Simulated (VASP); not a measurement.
Write the native input for VASP 6.6.1 that does the following.

| Property | Result |
| --- | --- |
| Task | relaxation of cell and atoms |
| Functional | PBE |
| Potentials or basis | VASP PAW PBE potentials, release 64 (Al, Ru_pv) |
| Cutoff | 600 eV |
| k mesh | 6 × 6 × 6 |
| Occupations | methfessel-paxton, width 0.2 eV |
| Spin | no spin polarisation |
| Further INCAR settings | ALGO = Fast; EDIFF = 1e-06; IBRION = 2; EDIFFG = -0.02; NSW = 60; ISIF = 3 |

The structure of AlRu4 lies in POSCAR:

```
AlRu4
1.0
    4.3933923300      0.0000000000      0.0000000000
    0.0000000000      4.3933923300      0.0000000000
    0.0000000000      0.0000000000      4.3933923300
Al Ru
1 4
Direct
    0.0000000000      0.0000000000      0.0000000000
    0.2437810800      0.7562189200      0.7562189200
    0.7562189200      0.2437810800      0.7562189200
    0.7562189200      0.7562189200      0.2437810800
    0.2437810800      0.2437810800      0.2437810800
```

The cell was built by a generator and needn't be a form met in nature.

One way to write it, as run:

INCAR

```
ALGO = Fast
EDIFF = 1E-6
EDIFFG = -0.02
ENCUT = 600
GGA = PE
IBRION = 2
ISIF = 3
ISMEAR = 1
LASPH = True
LCHARG = False
LREAL = False
LWAVE = False
NELM = 80
NSW = 60
PREC = Accurate
SIGMA = 0.2
```

KPOINTS

```
k-points
0
Gamma
  6 6 6
```

Potentials or basis: VASP PAW PBE potentials, release 64 (Al, Ru_pv).

Run with:

```console
$ cat potpaw_PBE.64/Al/POTCAR potpaw_PBE.64/Ru_pv/POTCAR > POTCAR
$ mpirun -np 1 vasp_std > vasp.out
```

It gave:

```yaml
Relaxed_volume: 16.55 Å³/atom
Relaxed_cell: a = 4.358 Å, b = 4.358 Å, c = 4.358 Å, α = 90.00°, β = 90.00°, γ = 90.00°
Space_group_after_relaxing_to_0.05_Å: P-43m (No. 215)
Energy_gained_by_relaxing: 2303.4 meV/atom
Ionic_steps: 14
Pressure_after_relaxing: -0.1 GPa
Largest_force_after_relaxing: 0.006 eV/Å
Band_gap_on_the_k_mesh: none (metal or under the smearing width)
```

Run time: 21 min on 1 thread of Intel(R) Xeon(R) Platinum 8259CL CPU @ 2.50GHz (Skylake/Cascade Lake) (shared host), peak memory 0.25 GiB.
